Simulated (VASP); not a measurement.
Given:

```
Al37N36
1.0
    4.69327    -8.12898     0.00000
    4.69327     8.12898     0.00000
    0.00000     0.00000    10.01920
Al N
37 36
Cartesian
  1.51237  -0.93294   2.36641
  1.53277   0.92026   0.02412
  1.41328  -0.99117   7.73569
  1.61787   0.87041   4.68108
  3.12790   1.86365   2.36795
  3.12745   3.67703   0.02799
  3.12762   1.97760   7.73336
  3.12711   3.62666   4.97798
  4.68785   4.51761   2.52038
  4.63488   6.28893   0.02840
  4.69741   4.51171   7.49253
  4.67888   6.31449   4.97781
  3.12751  -3.63579   2.48853
  3.12776  -1.84245   0.02449
  3.12755  -3.61768   7.51638
  3.12701  -1.74425   4.68046
  4.74246  -0.93234   2.36818
  4.72259   0.91998   0.02469
  4.84089  -0.99057   7.73345
  4.63795   0.87176   4.68645
  6.27529   1.81684   2.48865
  6.25676   3.61145  10.01710
  6.25927   1.80695   7.51557
  6.25202   3.61479   4.99803
  4.67262  -6.31187   2.48841
  4.69115  -4.51735  10.01737
  4.68905  -6.32204   7.51616
  4.69641  -4.51445   4.99797
  6.25985  -3.61148   2.52025
  6.31274  -1.83976   0.02841
  6.25074  -3.61714   7.49277
  6.26848  -1.81433   4.97820
  7.82059  -0.90816   2.52083
  7.82059   0.90324  10.01692
  7.82058  -0.89756   7.49253
  7.82106   0.89759   4.99808
  3.12505  -0.00270   6.35587
  1.45637  -0.96541   4.23649
  1.54617   0.91262   1.92297
  1.53103  -0.92246   9.57426
  1.63346   0.86142   7.10803
  3.12847   1.92730   4.23850
  3.12734   3.67154   1.89271
  3.12801   1.84184   9.57260
  3.12735   3.62775   6.91343
  4.69263   4.51483   4.43186
  4.63942   6.29196   1.89264
  4.69797   4.51173   9.39914
  4.67788   6.31355   6.91347
  3.12764  -3.60775   4.41460
  3.12775  -1.82627   1.92330
  3.12740  -3.62403   9.42803
  3.12723  -1.72631   7.10804
  4.79755  -0.96348   4.23860
  4.70911   0.91246   1.92245
  4.72383  -0.92206   9.57270
  4.62104   0.86126   7.10219
  6.25275   1.80365   4.41511
  6.24949   3.61583   1.91254
  6.26494   1.81042   9.42697
  6.26002   3.60974   6.91425
  4.69704  -6.32603   4.41470
  4.69851  -4.51298   1.91251
  4.68312  -6.31829   9.42767
  4.68839  -4.51931   6.91429
  6.25523  -3.61394   4.43169
  6.30801  -1.83670   1.89300
  6.25000  -3.61716   9.39924
  6.27015  -1.81547   6.91342
  7.82037  -0.90286   4.43208
  7.82053   0.89498   1.91248
  7.82050  -0.89687   9.39912
  7.82090   0.90644   6.91420
```
Cell charge +1.

Calculation: HSE06 screened hybrid, VASP's PBE PAW potentials (set 64) (plane waves; VASP 6.6.1). Run with PREC = Normal, LREAL = Auto, ISYM = 0, NELECT = 290.0, EDIFF = 1E-5, 400 eV cut-off, 1×1×1 Γ-centred mesh, Gaussian smearing of 0.050 eV, potentials Al N.

The cell is charged, with a uniform compensating background. The supercell is sampled at Γ alone, which is coarse: total energies, pressure and levels can be off, energies of defects by several tenths of an eV.

Estimate the energy per atom (σ→0).

| Property | Result |
|---|---|
| energy per atom (σ→0) | -8650 meV/atom |

The absolute energy has meaning only against runs of the same code, potentials and settings.

The cell is a supercell with a defect, built from AlN (wurtzite): Al_i, charge +1. The cell's shape comes from a PBE relaxation. The run is not spin-polarised, so no state with unpaired spins was tried.
